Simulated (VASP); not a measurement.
These are PBE GGA, VASP's PBE PAW potentials (set 64) (plane waves; VASP) values and carry that method's errors.

The input files of a VASP run:

File KPOINTS:
```
Automatic mesh
0
Gamma
7 7 7
0 0 0
```

INCAR:
```
SYSTEM = MnSi
PREC = Accurate
ENCUT = 500
EDIFF = 1E-6
NELM = 100
ALGO = Normal
LREAL = .FALSE.
LASPH = .TRUE.
ISMEAR = 1
SIGMA = 0.1
GGA = PE
LMAXMIX = 4
ISPIN = 2
MAGMOM = 1.1 1.1 1.1 1.1 -0.0 -0.0 -0.0 -0.0
LORBIT = 10
LWAVE = .FALSE.
LCHARG = .FALSE.
IBRION = 2
ISIF = 3
NSW = 40
EDIFFG = -0.02
```

**POSCAR**
```
MnSi
1
    4.5120727663     0.0000000000     0.0000000000
    0.0000000000     4.5120727663    -0.0000000000
    0.0000000000     0.0000000000     4.5120727663
Mn Si
4 4
Direct
  0.8633640384   0.6366359616   0.3633640384
  0.3633640384   0.8633640384   0.6366359616
  0.1366359616   0.1366359616   0.1366359616
  0.6366359616   0.3633640384   0.8633640384
  0.1548004587   0.3451995413   0.6548004587
  0.6548004587   0.1548004587   0.3451995413
  0.8451995413   0.8451995413   0.8451995413
  0.3451995413   0.6548004587   0.1548004587
```

POTCAR, in this order: Mn_pv Si (PBE.64 set). Program: vasp_std.

The run wrote:

File OUTCAR:
```
 ion  position               nearest neighbor table
   1  0.863  0.637  0.363-   5 2.28   6 2.37   7 2.37   8 2.37   6 2.52   7 2.52   8 2.52   2 2.77
                             4 2.77   3 2.77   3 2.77   2 2.77   4 2.77
   2  0.363  0.863  0.637-   6 2.28   5 2.37   7 2.37   8 2.37   8 2.52   5 2.52   7 2.52   1 2.77
                             3 2.77   4 2.77   3 2.77   1 2.77   4 2.77
   3  0.137  0.137  0.137-   7 2.28   6 2.37   5 2.37   8 2.37   8 2.52   5 2.52   6 2.52   2 2.77
                             4 2.77   1 2.77   2 2.77   1 2.77   4 2.77
   4  0.637  0.363  0.863-   8 2.28   6 2.37   7 2.37   5 2.37   5 2.52   6 2.52   7 2.52   1 2.77
                             1 2.77   2 2.77   2 2.77   3 2.77   3 2.77
   5  0.155  0.345  0.655-   1 2.28   2 2.37   3 2.37   4 2.37   2 2.52   3 2.52   4 2.52   8 2.79
                             6 2.79   8 2.79   7 2.79   7 2.79   6 2.79
   6  0.655  0.155  0.345-   2 2.28   1 2.37   3 2.37   4 2.37   4 2.52   1 2.52   3 2.52   8 2.79
                             7 2.79   5 2.79   8 2.79   7 2.79   5 2.79
   7  0.845  0.845  0.845-   3 2.28   2 2.37   1 2.37   4 2.37   4 2.52   1 2.52   2 2.52   5 2.79
                             6 2.79   8 2.79   6 2.79   5 2.79   8 2.79
   8  0.345  0.655  0.155-   4 2.28   2 2.37   3 2.37   1 2.37   1 2.52   2 2.52   3 2.52   7 2.79
                             5 2.79   5 2.79   6 2.79   6 2.79   7 2.79
  LATTYP: Found a simple cubic cell.
 ALAT       =     4.5120727663
 Subroutine PRICEL returns:
 Original cell was already a primitive cell.
 Subroutine GETGRP returns: Found 12 space group operations
The static configuration has the point symmetry C_3 .
 The point group associated with its full space group is T   .
The dynamic configuration has the point symmetry C_3 .
...
```

**OSZICAR**
```
       N       E                     dE             d eps       ncg     rms          rms(c)
DAV:   1     0.786798084484E+03    0.78680E+03   -0.35796E+04  4040   0.187E+03
DAV:   2    -0.329725970653E+01   -0.79010E+03   -0.76734E+03  4032   0.552E+02
DAV:   3    -0.683928221411E+02   -0.65096E+02   -0.62744E+02  4800   0.161E+02
DAV:   4    -0.703051836783E+02   -0.19124E+01   -0.18936E+01  4822   0.275E+01
DAV:   5    -0.703446961006E+02   -0.39512E-01   -0.39463E-01  4886   0.434E+00    0.353E+01
DAV:   6    -0.721463752703E+02   -0.18017E+01   -0.22331E+02  5086   0.998E+01    0.305E+01
DAV:   7    -0.614322654514E+02    0.10714E+02   -0.84280E+01  4622   0.633E+01    0.861E+00
DAV:   8    -0.614683947056E+02   -0.36129E-01   -0.33679E+00  4292   0.888E+00    0.310E+00
DAV:   9    -0.614266383141E+02    0.41756E-01   -0.34203E-01  5068   0.365E+00    0.135E+00
DAV:  10    -0.614277652750E+02   -0.11270E-02   -0.26279E-02  5168   0.966E-01    0.587E-01
DAV:  11    -0.614260097347E+02    0.17555E-02   -0.36709E-03  4708   0.284E-01    0.329E-01
DAV:  12    -0.614261148291E+02   -0.10509E-03   -0.33244E-03  4980   0.360E-01    0.271E-01
DAV:  13    -0.614264411449E+02   -0.32632E-03   -0.41935E-04  4672   0.146E-01    0.827E-02
DAV:  14    -0.614264637125E+02   -0.22568E-04   -0.30018E-05  4546   0.290E-02    0.550E-02
DAV:  15    -0.614264748410E+02   -0.11129E-04   -0.17891E-05  4478   0.244E-02    0.141E-02
DAV:  16    -0.614264742924E+02    0.54866E-06   -0.34650E-06  3026   0.120E-02
   1 F= -.61426474E+02 E0= -.61427069E+02  d E =-.614265E+02  mag=     4.0075
       N       E                     dE             d eps       ncg     rms          rms(c)
DAV:   1    -0.615352547791E+02   -0.10878E+00   -0.15723E+00  4144   0.118E+01    0.318E+00
DAV:   2    -0.615551201704E+02   -0.19865E-01   -0.25791E+00  4838   0.112E+01    0.319E+00
DAV:   3    -0.614267878610E+02    0.12833E+00   -0.72506E-01  4838   0.599E+00    0.381E-01
DAV:   4    -0.614265604068E+02    0.22745E-03   -0.20346E-02  4434   0.622E-01    0.295E-01
DAV:   5    -0.614259115140E+02    0.64889E-03   -0.18871E-03  4520   0.324E-01    0.852E-02
DAV:   6    -0.614258644970E+02    0.47017E-04   -0.23533E-04  5288   0.765E-02    0.461E-02
DAV:   7    -0.614258593039E+02    0.51931E-05   -0.29132E-05  4324   0.375E-02    0.128E-02
DAV:   8    -0.614258600732E+02   -0.76926E-06   -0.16783E-06  2694   0.833E-03
   2 F= -.61425860E+02 E0= -.61426512E+02  d E =0.614219E-03  mag=     4.0099
       N       E                     dE             d eps       ncg     rms          rms(c)
DAV:   1    -0.614645028810E+02   -0.38644E-01   -0.54100E-01  4142   0.686E+00    0.186E+00
DAV:   2    -0.614689943558E+02   -0.44915E-02   -0.84691E-01  4768   0.645E+00    0.182E+00
DAV:   3    -0.614275333894E+02    0.41461E-01   -0.23893E-01  4770   0.349E+00    0.232E-01
DAV:   4    -0.614274599104E+02    0.73479E-04   -0.71782E-03  4292   0.357E-01    0.171E-01
DAV:   5    -0.614272465869E+02    0.21332E-03   -0.62287E-04  4562   0.189E-01    0.539E-02
DAV:   6    -0.614272346432E+02    0.11944E-04   -0.55247E-05  4252   0.355E-02    0.355E-02
DAV:   7    -0.614272322467E+02    0.23965E-05   -0.15410E-05  4186   0.223E-02    0.499E-03
DAV:   8    -0.614272320453E+02    0.20137E-06   -0.85905E-07  2164   0.773E-03
   3 F= -.61427232E+02 E0= -.61427853E+02  d E =-.757753E-03  mag=     4.0088
```

OUTCAR:
```
------------------------ aborting loop because EDIFF is reached ----------------------------------------
  FORCE on cell =-STRESS in cart. coord.  units (eV):
  Direction    XX          YY          ZZ          XY          YZ          ZX
  --------------------------------------------------------------------------------------
  Total        0.0073706      0.0073706      0.0073706      0.0000000      0.0000000      0.0000000
  in kB        0.1281246      0.1281246      0.1281246      0.0000000      0.0000000      0.0000000
  external PRESSURE =       0.1281246 kB  Pullay stress =       0.0000000 kB
  volume of cell :       92.17
      direct lattice vectors                 reciprocal lattice vectors
     4.517101873 -0.000000000  0.000000000     0.221380883 -0.000000000 -0.000000000
     0.000000000  4.517101873 -0.000000000     0.000000000  0.221380883  0.000000000
     0.000000000 -0.000000000  4.517101873     0.000000000  0.000000000  0.221380883
 POSITION                                       TOTAL-FORCE (eV/Angst)
 -----------------------------------------------------------------------------------
      3.89985      2.87580      1.64130         0.005214     -0.005214      0.005214
      1.64130      3.89985      2.87580         0.005214      0.005214     -0.005214
      0.61725      0.61725      0.61725        -0.005214     -0.005214     -0.005214
      2.87580      1.64130      3.89985        -0.005214      0.005214      0.005214
      0.69915      1.55940      2.95770        -0.001584      0.001584     -0.001584
      2.95770      0.69915      1.55940        -0.001584     -0.001584      0.001584
      3.81795      3.81795      3.81795         0.001584      0.001584      0.001584
      1.55940      2.95770      0.69915         0.001584     -0.001584     -0.001584
 -----------------------------------------------------------------------------------
    total drift:                               -0.000001     -0.000001      0.000000
  FREE ENERGIE OF THE ION-ELECTRON SYSTEM (eV)
  ---------------------------------------------------
  free  energy   TOTEN  =       -61.4272320453 eV

  energy  without entropy=      -61.4290957645  energy(sigma->0) =      -61.42785329

 total charge

# of ion       s       p       d       tot
------------------------------------------
    1        0.334   6.389   5.289  12.012
    2        0.334   6.389   5.289  12.012
    3        0.334   6.389   5.289  12.012
    4        0.334   6.389   5.289  12.012
    5        0.744   0.906   0.000   1.649
    6        0.744   0.906   0.000   1.649
    7        0.744   0.906   0.000   1.649
    8        0.744   0.906   0.000   1.649
--------------------------------------------------
tot          4.310  29.179  21.157  54.646

 magnetization (x)

# of ion       s       p       d       tot
------------------------------------------
    1        0.001   0.007   1.053   1.061
    2        0.001   0.007   1.053   1.061
    3        0.001   0.007   1.053   1.061
    4        0.001   0.007   1.053   1.061
    5       -0.013  -0.036   0.000  -0.048
    6       -0.013  -0.036   0.000  -0.048
    7       -0.013  -0.036   0.000  -0.048
    8       -0.013  -0.036   0.000  -0.048
--------------------------------------------------
tot         -0.049  -0.112   4.211   4.050

 reached required accuracy - stopping structural energy minimisation
```
(Selected blocks of OUTCAR.)

**CONTCAR**
```
MnSi
   1.00000000000000
     4.5171018727331091   -0.0000000000000000    0.0000000000000000
     0.0000000000000000    4.5171018727331091   -0.0000000000000000
     0.0000000000000000   -0.0000000000000000    4.5171018727331091
  Mn              Si
     4     4
Direct
     0.8633521069187551    0.6366478930812449    0.3633521069187551
     0.3633521069187551    0.8633521069187551    0.6366478930812449
     0.1366478930812448    0.1366478930812448    0.1366478930812448
     0.6366478930812449    0.3633521069187551    0.8633521069187551
     0.1547783815214596    0.3452216184785404    0.6547783815214596
     0.6547783815214596    0.1547783815214596    0.3452216184785404
     0.8452216184785404    0.8452216184785404    0.8452216184785404
     0.3452216184785404    0.6547783815214596    0.1547783815214596
```

The moments were started parallel, and other spin orders were not tried in this run.

The compound is MnSi in the B20 structure. This run relaxes it. Symmetry was kept, so distortions that lower it aren't found.
